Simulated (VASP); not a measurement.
Input:

```
CELL_PARAMETERS angstrom
      2.28812    -3.96314     0.00000
      2.28812     3.96314     0.00000
      0.00000     0.00000     7.23857
ATOMIC_POSITIONS crystal
  Mg 0.00000 0.00000 0.00000
  Mg 0.33333 0.66667 0.63265
  Mg 0.66667 0.33333 0.36735
  Sb 0.33333 0.66667 0.22545
  Sb 0.66667 0.33333 0.77455
```

These are rev-vdW-DF2, VASP's PBE PAW potentials (set 64) (plane waves; VASP 6.6.1) values and carry that method's errors. Numerical set-up: 520 eV cut-off, 6×6×4 Γ-centred mesh, tetrahedra with Blöchl corrections, potentials Mg Sb.

Unless said otherwise, spin-orbit coupling is left out, though it shifts the bands of the heavy elements here.

Q: What does the run give for the energy per atom (σ→0), band gap (on the k-mesh) with the smallest direct gap where there is one?

A: 
```
Property                                      Value
-----------------------------------  --------------
band gap (on the k-mesh)                    0.25 eV
smallest direct gap (on the k-mesh)         1.07 eV
energy per atom (σ→0)                -1.526 eV/atom
```

The absolute energy has meaning only against runs of the same code, potentials and settings.

The compound is Mg3Sb2 in the a-la2o3 structure. It was relaxed first.
